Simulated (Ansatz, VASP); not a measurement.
# LiMgBN2 in VASP and in Ansatz

```
Li Mg B N
1.0
    -1.90966    1.90966    4.44352
     1.90966   -1.90966    4.44352
     1.90966    1.90966   -4.44352
Li Mg B N
1 1 1 2
Direct
  0.25000 0.75000 0.50000
  0.75000 0.25000 0.50000
  0.50000 0.50000 0.00000
  0.74383 0.55869 0.00000
  0.44131 0.25617 0.00000
```

Change from the starting cell: all N atoms moved -0.500 Å, as atom 4 along Cartesian [1 -1 0].

Alike in both runs: task single point; functional PBE; k mesh 8 × 8 × 8; occupations gaussian, width 0.05 eV; no spin polarisation.

```csv
,VASP,Ansatz
version,VASP 6.6.1,Ansatz 0.2.0
potentials or method,"VASP PAW PBE potentials, release 64 (Li_sv, Mg, B, N)","scalar-relativistic, plane waves, PAW"
plane-wave cutoff (eV),520,420
valence electrons in the cell,18,26
```

Ansatz gave:

* gap on the k mesh at the Fermi level (eV): 1.46
* least direct gap on the mesh (eV): 1.69
* rms of the force components (eV/Å): 2.926

Q: Estimate VASP's values.

A: gap on the k mesh at the Fermi level (eV): 1.46; least direct gap on the mesh (eV): 1.68; rms of the force components (eV/Å): 2.943.

Atom by atom the forces differ by 0.025 eV/Å (rms over components). With one functional, cell and mesh, what is left measures potentials, basis and numerics. The two sets of potentials don't hold the same shells in valence.

Caveats: forces of over 1 eV/Å show positions far from the minimum, so gaps and moduli don't describe the material at rest. A k mesh can miss the band edges.
